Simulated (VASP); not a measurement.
Input:

```yaml
crystal:
  lattice:
    - [4.03375, 0.00000, 0.00000]
    - [0.00000, 4.03375, 0.00000]
    - [0.00000, 0.00000, 4.03375]
  atoms:
    - { symbol: Ba, position: [0.00000, 0.00000, 0.00000] }
    - { symbol: Ti, position: [0.50000, 0.50000, 0.50000] }
    - { symbol: O, position: [0.50000, 0.00000, 0.50000] }
    - { symbol: O, position: [0.00000, 0.50000, 0.50000] }
    - { symbol: O, position: [0.50000, 0.50000, 0.00000] }
```

All values below come from PBE GGA, VASP's PBE PAW potentials (set 64) (plane waves; VASP). Numerical set-up: 520 eV cut-off, Gaussian smearing of 0.050 eV, potentials Ba_sv Ti_sv O.

Unless said otherwise, spin-orbit coupling is left out, though it shifts the bands of the heavy elements here.

### Question
What does the run give for the band gap (along the path) with the smallest direct gap where there is one?

### Answer

```
Property                                Value
------------------------------------  -------
band gap (along the path)             1.70 eV
smallest direct gap (along the path)  1.86 eV
```

Only differences to runs with the same potentials and settings are physical.

The compound is BaTiO3 in the cubic perovskite structure, the ideal cubic form; the compound distorts at low or room temperature. It was relaxed first.
